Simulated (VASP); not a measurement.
# Mg6SiB (Amm2) in VASP: a series of runs

The runs below take Mg6SiB through single point, with LDA.

Everything below comes from runs of VASP 6.6.1. Logs are shortened: lines on timing, memory, paths and dates and some standing lists are left out, and cuts for length are marked.

## 1. The structure

The structure is orthorhombic, space group Amm2 (No. 38). The conventional cell has a = 3.976 Å, b = 7.783 Å, c = 9.876 Å, α = 90.00°, β = 90.00°, γ = 90.00°. Around Si (site symmetry mm2) lie 8 Mg at 2.69 to 3.04 Å. Around Mg (site symmetry mm2) lie 2 Si at 2.76 Å and 8 Mg at 3.03 to 3.16 Å. Mg (site symmetry m) has 1 B at 2.56 Å and 2 Si at 2.69 Å as nearest neighbours. Mg (site symmetry mm2) is surrounded by 2 B at 2.46 Å. Mg (site symmetry m) has 2 B at 2.69 Å and 2 Mg at 2.88 to 2.92 Å and 1 Si at 3.04 Å as nearest neighbours. B (site symmetry mm2) is surrounded by 8 Mg at 2.46 to 2.69 Å.

The cell comes from a database or a generator and needn't be the stable form of this composition.

## 2. Single point, LDA

INCAR

```
ALGO = Fast
EDIFF = 1E-6
ENCUT = 520
ISIF = 2
ISMEAR = 0
LASPH = True
LCHARG = False
LREAL = False
LWAVE = False
NBANDS = 20
NELM = 80
PREC = Accurate
SIGMA = 0.1
```

KPOINTS

```
k-points
0
Gamma
  7 5 5
```

POSCAR

```
Mg6SiB
1.0
    3.9757080000      0.0000000000      0.0000000000
    0.0000000000      3.8916700000      4.9380070000
    0.0000000000     -3.8916700000      4.9380070000
Si Mg B
1 6 1
Cartesian
    0.0000000000      0.0000000000      9.3476077469
    1.9878540000      0.0000000000      1.3862269531
    1.9878540000     -2.1848535881      3.7818812971
    1.9878540000      2.1848535881      3.7818812971
    0.0000000000      0.0000000000      3.6676059391
    0.0000000000     -1.4375945730      6.2110696467
    0.0000000000      1.4375945730      6.2110696467
    1.9878540000      0.0000000000      5.1166937213
```

Potentials or basis: VASP PAW LDA potentials, release 54 (Si, Mg, B).

Started as:

```console
> cat potpaw_LDA.54/Si/POTCAR potpaw_LDA.54/Mg/POTCAR potpaw_LDA.54/B/POTCAR > POTCAR
> mpirun -np 1 vasp_std > vasp.out
```

OUTCAR:

```text
EDIFF = 1E-6
   ENCUT = 520
   ISIF = 2
   ISMEAR = 0
   LASPH = True
   LREAL = False
   NELM = 80
   PREC = Accurate

 ion  position               nearest neighbor table
   1  0.000  0.946  0.946-   3 2.69   4 2.69   3 2.69   4 2.69   2 2.76   2 2.76   7 3.04   6 3.04

   2  0.500  0.140  0.140-   1 2.76   1 2.76   5 3.03   5 3.03   4 3.06   3 3.06   6 3.16   7 3.16
                             6 3.16   7 3.16   4 3.24   3 3.24
   3  0.500  0.102  0.664-   8 2.56   1 2.69   1 2.69   5 2.96   5 2.96   2 3.06   7 3.21   7 3.21
                             6 3.23   6 3.23   2 3.24   4 3.41
   4  0.500  0.664  0.102-   8 2.56   1 2.69   1 2.69   5 2.96   5 2.96   2 3.06   6 3.21   6 3.21
                             7 3.23   7 3.23   2 3.24   3 3.41
   5  0.000  0.371  0.371-   8 2.46   8 2.46   6 2.92   7 2.92   3 2.96   3 2.96   4 2.96   4 2.96
                             2 3.03   2 3.03   6 3.43   7 3.43
   6  0.000  0.444  0.814-   8 2.69   8 2.69   7 2.88   5 2.92   1 3.04   2 3.16   2 3.16   4 3.21
                             4 3.21   3 3.23   3 3.23   5 3.43
   7  0.000  0.814  0.444-   8 2.69   8 2.69   6 2.88   5 2.92   1 3.04   2 3.16   2 3.16   3 3.21
                             3 3.21   4 3.23   4 3.23   5 3.43
   8  0.500  0.518  0.518-   5 2.46   5 2.46   3 2.56   4 2.56   7 2.69   6 2.69   6 2.69   7 2.69

  LATTYP: Found a base centered orthorhombic cell.
 ALAT       =     7.7833400000
 B/A-ratio  =     1.2688658083
 C/A-ratio  =     0.5107971642

  Lattice vectors:

 A1 = (   0.0000000000,   3.8916700000,  -4.9380070000)
 A2 = (   0.0000000000,   3.8916700000,   4.9380070000)
 A3 = (   3.9757080000,   0.0000000000,   0.0000000000)

Analysis of symmetry for initial positions (statically):
=====================================================================
 Subroutine PRICEL returns:
 Original cell was already a primitive cell.

 Routine SETGRP: Setting up the symmetry group for a
 base centered orthorhombic supercell.

 Subroutine GETGRP returns: Found  4 space group operations
 (whereof  4 operations were pure point group operations)
 out of a pool of  8 trial point group operations.

The static configuration has the point symmetry C_2v.

Analysis of symmetry for dynamics (positions and initial velocities):
=====================================================================
 Subroutine PRICEL returns:
 Original cell was already a primitive cell.

 Routine SETGRP: Setting up the symmetry group for a
 base centered orthorhombic supercell.

 Subroutine GETGRP returns: Found  4 space group operations
 (whereof  4 operations were pure point group operations)
 out of a pool of  8 trial point group operations.

The dynamic configuration has the point symmetry C_2v.

 Subroutine INISYM returns: Found  4 space group operations
 (whereof  4 operations are pure point group operations),
 and found     1 'primitive' translations

----------------------------------------------------------------------------------------

                                     Primitive cell

  volume of cell :     152.8031

  direct lattice vectors                    reciprocal lattice vectors
     3.975708000  0.000000000  0.000000000     0.251527527  0.000000000  0.000000000
     0.000000000  3.891670000  4.938007000     0.000000000  0.128479547  0.101255426
     0.000000000 -3.891670000  4.938007000     0.000000000 -0.128479547  0.101255426

  length of vectors
     3.975708000  6.287209915  6.287209915     0.251527527  0.163583787  0.163583787

  position of ions in fractional coordinates (direct lattice)
     0.000000000  0.946496000  0.946496000
     0.500000000  0.140363000  0.140363000
     0.500000000  0.102227000  0.663645000
     0.500000000  0.663645000  0.102227000
     0.000000000  0.371365000  0.371365000
     0.000000000  0.444203000  0.813606000
     0.000000000  0.813606000  0.444203000
     0.500000000  0.518093000  0.518093000

  ion indices of the primitive-cell ions
   primitive index   ion index
                 1           1
                 2           2
                 3           3
                 4           4
                 5           5
                 6           6
                 7           7
                 8           8

----------------------------------------------------------------------------------------

 KPOINTS: k-points

Automatic generation of k-mesh.
 Grid dimensions read from file:
 generate k-points for:    7    5    5

 Generating k-lattice:

  Cartesian coordinates                     Fractional coordinates (reciprocal lattice)
     0.035932504  0.000000000  0.000000000     0.142857143  0.000000000  0.000000000
     0.000000000  0.025695909  0.020251085     0.000000000  0.200000000  0.000000000
     0.000000000 -0.025695909  0.020251085     0.000000000  0.000000000  0.200000000

  Length of vectors
     0.035932504  0.032716757  0.032716757

  Shift w.r.t. Gamma in fractional coordinates (k-lattice)
     0.000000000  0.000000000  0.000000000

 Subroutine IBZKPT returns following result:
 ===========================================

 Found     36 irreducible k-points:

 Following reciprocal coordinates:
            Coordinates               Weight
  0.000000  0.000000  0.000000      1.000000
  0.142857  0.000000  0.000000      2.000000
  0.285714  0.000000  0.000000      2.000000
  0.428571  0.000000  0.000000      2.000000
  0.000000  0.200000 -0.000000      4.000000
  0.142857  0.200000 -0.000000      8.000000
[... 16 lines left out ...]
  0.285714 -0.400000  0.200000      8.000000
  0.428571 -0.400000  0.200000      8.000000
 [... further k-points ...]
   k-points           NKPTS =     36   k-points in BZ     NKDIM =     36   number of bands    NBANDS=     20
   number of dos      NEDOS =    301   number of ions     NIONS =      8
   total plane-waves  NPLWV =  69120
   dimension x,y,z NGX =    30 NGY =   48 NGZ =   48
   dimension x,y,z NGXF=    60 NGYF=   96 NGZF=   96
   ions per type =               1   6   1
   NGX,Y,Z   is equivalent  to a cutoff of  12.54, 12.69, 12.69 a.u.
   NGXF,Y,Z  is equivalent  to a cutoff of  25.09, 25.38, 25.38 a.u.
 SYSTEM =  unknown system
   PREC   = accura    normal or accurate (medium, high low for compatibility)
   ISTART =      0    job   : 0-new  1-cont  2-samecut
[... 21 lines left out ...]
   EFERMI =   0.00;   METHOD = LEGACY
   ISMEAR =     0;   SIGMA  =   0.10  broadening in eV -4-tet -1-fermi 0-gaus
   EFERMI_NEDOS =   21; number of points for ismear=-14 and -15
   IALGO  =     68    algorithm
   IMIX   =      4    mixing-type and parameters
     AMIX     =   0.40;   BMIX     =  1.00
     AMIX_MAG =   1.60;   BMIX_MAG =  1.00
  volume/ion in A,a.u.               =      19.10       128.90
  Fermi-wavevector in a.u.,A,eV,Ry     =   0.817113  1.544119  9.084245  0.667673
  Thomas-Fermi vector in A             =   1.927502
   LORBIT       =      0    0 simple, 1 ext, 2 COOP (PROOUT), +10 PAW based schemes
   GGA     = CA    functional components
   LHFCALC =     F    Hartree Fock is set to
   AEXX    =    0.0000 exact exchange contribution
   IVDW    =     0    specifies the selected vdW correction
   LEPSILON=     F    determine dielectric tensor
   LRPA    =     F    only Hartree local field effects (RPA)
 non-spin polarized calculation
 RMM-DIIS sequential band-by-band and
 Gauss-broadening in eV      SIGMA  =   0.10
  energy-cutoff  :      520.00
  volume of cell :      152.80
 maximum number of plane-waves:      4142
 NGX is ok and might be reduce to    30
   NGX = 15   NGY = 23   NGZ = 23

 number of electron      19.0000000 magnetization

 Free energy of the ion-electron system (eV)
  ---------------------------------------------------
  ext. energy  EPLUGINS =         0.00000000
  ---------------------------------------------------
  free energy    TOTEN  =       -22.86559170 eV

  energy without entropy =      -22.85005708  energy(sigma->0) =      -22.85782439

 E-fermi :   3.3192     XC(G=0):  -9.2356

 val. band max:        3.3140940457   @ k =   0.2857   0.4000   0.2000
 cond. band min:       3.3235338665   @ k =   0.4286   0.4000   0.4000
 fundamental gap:      0.0094398208
 Fermi energy:         3.3191790497

 k-point     1 :       0.0000    0.0000    0.0000
  band No.  band energies     occupation
      1      -5.6513      2.00000
      2      -3.5977      2.00000
      3      -1.0783      2.00000
      4      -0.4895      2.00000
      5       0.3463      2.00000
      6       0.7281      2.00000
[... 12 lines left out ...]
     19       8.7194      0.00000
     20       9.0716      0.00000

 k-point     2 :       0.1429    0.0000    0.0000
  band No.  band energies     occupation
      1      -5.4829      2.00000
      2      -3.4671      2.00000
      3      -0.9034      2.00000
      4      -0.3215      2.00000
      5       0.5291      2.00000
      6       0.8571      2.00000
[... 12 lines left out ...]
     19       8.6052      0.00000
     20       9.4422      0.00000

 k-point     3 :       0.2857    0.0000    0.0000
  band No.  band energies     occupation
      1      -4.9987      2.00000
      2      -3.1496      2.00000
      3      -0.3886      2.00000
      4      -0.3671      2.00000
      5       0.1847      2.00000
      6       0.7928      2.00000
[... 12 lines left out ...]
     19       9.8427      0.00000
     20       9.9220      0.00000

 k-point     4 :       0.4286    0.0000    0.0000
  band No.  band energies     occupation
      1      -4.3342      2.00000
      2      -3.0766      2.00000
      3      -1.0570      2.00000
      4      -0.3893      2.00000
      5       0.4081      2.00000
      6       0.9860      2.00000
[... 12 lines left out ...]
     19      10.0181      0.00000
     20      10.3922      0.00000

 k-point     5 :       0.0000    0.2000   -0.0000
  band No.  band energies     occupation
      1      -5.5489      2.00000
      2      -3.8227      2.00000
      3      -1.0327      2.00000
      4      -0.6765      2.00000
      5       0.0157      2.00000
      6       1.2700      2.00000
[... 12 lines left out ...]
     19       8.6055      0.00000
     20       9.0164      0.00000
[... 353 lines left out ...]
      6       1.2639      2.00000
[... 12 lines left out ...]
     19       8.6983      0.00000
     20       9.3101      0.00000

 k-point    22 :       0.1429   -0.4000    0.2000
  band No.  band energies     occupation
      1      -5.0661      2.00000
      2      -4.1003      2.00000
      3      -1.7072      2.00000
      4      -0.4617      2.00000
      5       0.8242      2.00000
      6       1.2608      2.00000
[... 12 lines left out ...]
     19       8.0122      0.00000
     20       8.7581      0.00000

 k-point    23 :       0.2857   -0.4000    0.2000
  band No.  band energies     occupation
      1      -4.6262      2.00000
      2      -3.6327      2.00000
      3      -1.1952      2.00000
      4      -0.3561      2.00000
      5      -0.0153      2.00000
      6       0.7271      2.00000
[... 12 lines left out ...]
     19       8.5235      0.00000
     20       9.0969      0.00000

 k-point    24 :       0.4286   -0.4000    0.2000
  band No.  band energies     occupation
      1      -4.0919      2.00000
      2      -2.9949      2.00000
      3      -1.3355      2.00000
      4      -1.1317      2.00000
      5      -0.2071      2.00000
      6       0.9366      2.00000
[... 12 lines left out ...]
     19       8.3861      0.00000
     20       8.9258      0.00000

 [... further k-points ...]

------------------------ aborting loop because EDIFF is reached ----------------------------------------

  FORCE on cell =-STRESS in cart. coord.  units (eV):
  Direction    XX          YY          ZZ          XY          YZ          ZX
  --------------------------------------------------------------------------------------
  -------------------------------------------------------------------------------------
  Total       -3.1583731     -2.8345373     -3.5759845      0.0000000      0.0000000      0.0000000
  in kB      -33.1163021    -29.7208060    -37.4950575      0.0000000      0.0000000      0.0000000
  external PRESSURE =     -33.4440552 kB  Pullay stress =       0.0000000 kB

 VOLUME and BASIS-vectors are now :
 -----------------------------------------------------------------------------
  energy-cutoff  :      520.00
  volume of cell :      152.80
      direct lattice vectors                 reciprocal lattice vectors
     3.975708000  0.000000000  0.000000000     0.251527527  0.000000000  0.000000000
     0.000000000  3.891670000  4.938007000     0.000000000  0.128479547  0.101255426
     0.000000000 -3.891670000  4.938007000     0.000000000 -0.128479547  0.101255426

 POSITION                                       TOTAL-FORCE (eV/Angst)
 -----------------------------------------------------------------------------------
      0.00000      0.00000      9.34761         0.000000     -0.000000      0.131364
      1.98785      0.00000      1.38623         0.000000     -0.000000     -0.002128
      1.98785     -2.18485      3.78188         0.000000      0.049180      0.054015
      1.98785      2.18485      3.78188         0.000000     -0.049180      0.054015
      0.00000      0.00000      3.66761         0.000000     -0.000000      0.074762
      0.00000     -1.43759      6.21107         0.000000     -0.006282     -0.108909
      0.00000      1.43759      6.21107         0.000000      0.006282     -0.108909
      1.98785      0.00000      5.11669         0.000000     -0.000000     -0.094208
 -----------------------------------------------------------------------------------
    total drift:                                0.000000     -0.000000      0.000267

  FREE ENERGIE OF THE ION-ELECTRON SYSTEM (eV)
  ---------------------------------------------------
  free  energy   TOTEN  =       -22.8655916960 eV

  energy  without entropy=      -22.8500570846  energy(sigma->0) =      -22.85782439
```

It took 56 s on 1 thread of AMD EPYC 9R45 (Zen 5), shared host; peak memory 0.23 GiB.

What came out:

```
Free energy            : -22.8656 eV
Pressure               : -3.3 GPa
Largest force          : 0.131 eV/Å
Band gap on the k mesh : none (metal or under the smearing width)
```

Forces on the atoms (eV/Å):
```
Si   0.000  0.000  0.131
Mg   0.000  0.000 -0.002
Mg   0.000  0.049  0.054
Mg   0.000 -0.049  0.054
Mg   0.000  0.000  0.075
Mg   0.000 -0.006 -0.109
Mg   0.000  0.006 -0.109
B    0.000  0.000 -0.094
```

Stress tensor (GPa, compression positive):
```
-3.31  0.00  0.00
 0.00 -2.97  0.00
 0.00  0.00 -3.75
```

## 3. Single point, LDA

run.py

```python
from ase.calculators.vasp import Vasp
from ase.dft.bandgap import bandgap
from ase.io import read

atoms = read('Mg6SiB.cif', primitive_cell=True, subtrans_included=False)
calc = Vasp(
    directory='calc',
    xc='lda',
    pp='LDA',
    setups='recommended',
    pp_version='54',
    prec='Accurate',
    encut=520,
    ediff=1e-06,
    ismear=0,
    sigma=0.1,
    lreal=False,
    lasph=True,
    nelm=100,
    algo='Normal',
    isif=2,
    lwave=False,
    lcharg=True,
    lelf=True,
    lvhar=True,
    kpts=[5, 5, 7],
    gamma=True,
)
atoms.calc = calc

print('energy (eV):', atoms.get_potential_energy())
print('free energy (eV):', atoms.get_potential_energy(force_consistent=True))
print('forces (eV/A):')
print(atoms.get_forces())
print('stress (eV/A^3, Voigt):', atoms.get_stress())
print('Fermi level (eV):', calc.get_fermi_level())
gap, top, bottom = bandgap(calc)
print('band gap (eV):', gap, 'from (spin, k, band)', top, 'to', bottom)
```

Mg6SiB.cif

```cif
data_Mg6SiB
_cell_length_a 3.97570800
_cell_length_b 7.78334000
_cell_length_c 9.87601400
_cell_angle_alpha 90.00000000
_cell_angle_beta 90.00000000
_cell_angle_gamma 90.00000000
_space_group_name_H-M_alt 'Amm2'
_space_group_name_Hall 'A 2 -2'
_space_group_IT_number 38
loop_
_space_group_symop_operation_xyz
'x,y,z'
'-x,-y,z'
'-x,y,z'
'x,-y,z'
'x,y+1/2,z+1/2'
'-x,-y+1/2,z+1/2'
'-x,y+1/2,z+1/2'
'x,-y+1/2,z+1/2'
loop_
_atom_site_label
_atom_site_type_symbol
_atom_site_symmetry_multiplicity
_atom_site_Wyckoff_symbol
_atom_site_fract_x
_atom_site_fract_y
_atom_site_fract_z
_atom_site_occupancy
Si1 Si 2 a 0.0000000000 0.5000000000 0.4464960000 1
Mg1 Mg 2 b 0.5000000000 0.5000000000 0.6403630000 1
Mg2 Mg 4 e 0.5000000000 0.2192910000 0.8829360000 1
Mg3 Mg 2 a 0.0000000000 0.5000000000 0.8713650000 1
Mg4 Mg 4 d 0.0000000000 0.3152985000 0.1289045000 1
B1 B 2 b 0.5000000000 0.5000000000 0.0180930000 1
```

Potentials or basis: VASP PAW LDA potentials, release 54 (Mg, Si, B).

Started as:

```console
> python run.py
```

Wall time 48 s (1 thread of AMD EPYC 9R45 (Zen 5), shared host); peak memory 0.23 GiB.

It converged, with:

| Quantity | Value |
| --- | --- |
| Free energy | -22.8656 eV |
| Pressure | -3.3 GPa |
| Largest force | 0.131 eV/Å |
| Band gap on the k mesh | none (metal or under the smearing width) |

Forces in eV/Å, atoms in the order of the input:
```
Mg   0.000  0.000 -0.002
Mg   0.000  0.049  0.054
Mg   0.000 -0.049  0.054
Mg   0.000  0.000  0.075
Si   0.000  0.000  0.131
Mg   0.000 -0.006 -0.109
Mg   0.000  0.006 -0.109
B    0.000  0.000 -0.094
```

Stress tensor (GPa, compression positive):
```
-3.31  0.00  0.00
 0.00 -2.97  0.00
 0.00  0.00 -3.75
```

Levels at points of the mesh, in eV from the Fermi level:
```tsv
k point	band 6	band 7	band 8	band 9	band 10	band 11	band 12	band 13
(0.00, 0.00, 0.00)	-2.59	-2.21	-0.77	-0.37	0.34	1.38	1.72	3.78
```

## 4. Single point, LDA

run.py: that of step 3 with these lines changed.

```diff
@@ -9,8 +9,7 @@
     pp='LDA',
-    setups='recommended',
-    pp_version='54',
+    setups='materialsproject',
     prec='Accurate',
     encut=520,
-    ediff=1e-06,
-    ismear=0,
+    ediff=1e-07,
+    ismear=1,
     sigma=0.1,
@@ -18,3 +17,3 @@
     lasph=True,
-    nelm=100,
+    nelm=60,
     algo='Normal',
```

Mg6SiB.cif is that of step 3.

Potentials or basis: VASP PAW LDA potentials, release 64 (Mg_pv, Si, B).

Started as:

```console
> python run.py
```

Run time: 98 s. Hardware: 1 thread of AMD EPYC 9R45 (Zen 5), shared host; peak memory 0.27 GiB.

The run converged. Its results:

- Free energy: -22.5234 eV
- Pressure: -3.0 GPa
- Largest force: 0.132 eV/Å
- Band gap on the k mesh: none (metal or under the smearing width)

Forces on the atoms (eV/Å):
```
Mg   0.000  0.000  0.001
Mg   0.000  0.051  0.052
Mg   0.000 -0.051  0.052
Mg   0.000  0.000  0.069
Si   0.000  0.000  0.132
Mg   0.000 -0.008 -0.105
Mg   0.000  0.008 -0.105
B    0.000  0.000 -0.098
```

Stress tensor (GPa, compression positive):
```
-3.00  0.00  0.00
 0.00 -2.64  0.00
 0.00  0.00 -3.45
```

Levels at points of the mesh, in eV from the Fermi level:
```csv
k point,band 24,band 25,band 26,band 27,band 28,band 29,band 30,band 31
"(0.00, 0.00, 0.00)",-2.59,-2.22,-0.77,-0.37,0.34,1.38,1.71,3.77
```

## 5. For comparison

An earlier run on the cell as given: functional PBE; potentials or basis VASP PAW PBE potentials, release 64 (Si, Mg, B); cutoff 520 eV; k mesh 7 × 5 × 5; occupations fermi-dirac, width 0.05 eV; no spin polarisation.

- Pressure: -0.2 GPa
- Largest force: 0.088 eV/Å
- Band gap on the k mesh: none (metal or under the smearing width)

## 6. Overview

| level | potentials or basis | k mesh | smearing | gap on the mesh (eV) | pressure (GPa) | largest force (eV/Å) |
| --- | --- | --- | --- | --- | --- | --- |
| LDA | VASP PAW LDA potentials, release 54 (Si, Mg, B) | 7 × 5 × 5 | gaussian 0.1 eV | none | -3.3 | 0.13 |
| LDA | VASP PAW LDA potentials, release 54 (Mg, Si, B) | 5 × 5 × 7 | gaussian 0.1 eV | none | -3.3 | 0.13 |
| LDA | VASP PAW LDA potentials, release 64 (Mg_pv, Si, B) | 5 × 5 × 7 | methfessel-paxton 0.1 eV | none | -3.0 | 0.13 |
| PBE | VASP PAW PBE potentials, release 64 (Si, Mg, B) | 7 × 5 × 5 | fermi-dirac 0.05 eV | none | -0.2 | 0.09 |

Alike in all rows: task single point; no spin polarisation; cell as given; cutoff (eV) 520.

Absolute energies hang on the potentials; compare differences alone.
